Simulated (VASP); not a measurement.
Here is the system:

```
BiB
1.0
    3.64448     0.00000     0.00000
   -1.82224     3.15621     0.00000
    0.00000     0.00000     3.33076
B Bi
1 1
Cartesian
  3.64448   0.00000   0.00000
  1.82224   1.05207   1.66538
```

These are r2SCAN meta-GGA, VASP's PBE PAW potentials (set 64) (plane waves; VASP) values and carry that method's errors. Run with 520 eV cut-off, 13×13×12 Γ-centred mesh, tetrahedra with Blöchl corrections, potentials B Bi_d.

Problem. Give the energies of bands 7 to 12 at the high-symmetry points, in eV from the Fermi level.

Solution. 
```
band      Γ      M      K      A      L      H
----  -----  -----  -----  -----  -----  -----
7     -1.16  -8.35  -8.16  -9.03  -6.28  -5.12
8     -0.85  -2.32  -5.24   1.96  -4.95  -4.86
9      0.02   0.39   2.24   1.96  -4.14  -4.56
10     0.02   1.62   3.86   3.31   1.25  -1.79
11     4.43   5.03   4.59   4.30   1.86  -0.84
12     4.43   5.14   5.28   4.30   4.33   7.54
```

It has no gap at this level: it comes out as a metal or semimetal.

The structure was generated: BiB was put into the WC type (P-6m2), which need not be its known phase. It was relaxed first, which changed the volume by +28 %.
